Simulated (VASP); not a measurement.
Input:

```
CELL_PARAMETERS angstrom
      1.61420    -2.79587     0.00000
      1.61420     2.79587     0.00000
      0.00000     0.00000     5.10810
ATOMIC_POSITIONS crystal
  Hf 0.33333 0.66667 0.25000
  Hf 0.66667 0.33333 0.75000
```

All values below come from RPBE GGA, VASP's PBE PAW potentials (set 64) (plane waves; VASP 6.6.1). Settings: 520 eV cut-off, Gaussian smearing of 0.050 eV, potentials Hf_pv.

### Question
Give the energies of bands 7 to 13 at the high-symmetry points, in eV from the Fermi level.

### Answer

| band | Γ | M | K | A | L | H |
|---|---|---|---|---|---|---|
| 7 | -7.30 | -3.32 | -2.04 | -5.38 | -3.33 | -1.72 |
| 8 | -3.63 | -2.65 | -1.81 | -5.38 | -3.33 | -1.72 |
| 9 | 0.48 | -2.15 | -1.81 | 0.14 | -0.95 | -1.45 |
| 10 | 1.18 | -0.89 | -1.45 | 0.14 | -0.95 | -1.45 |
| 11 | 1.18 | 0.80 | 0.35 | 1.07 | 1.04 | -0.26 |
| 12 | 1.44 | 0.82 | 0.35 | 1.07 | 1.04 | -0.26 |
| 13 | 1.97 | 1.62 | 1.98 | 1.07 | 2.58 | 2.47 |

It has no gap at this level: it comes out as a metal or semimetal.

The compound is Hf in the hcp structure. It was relaxed first.
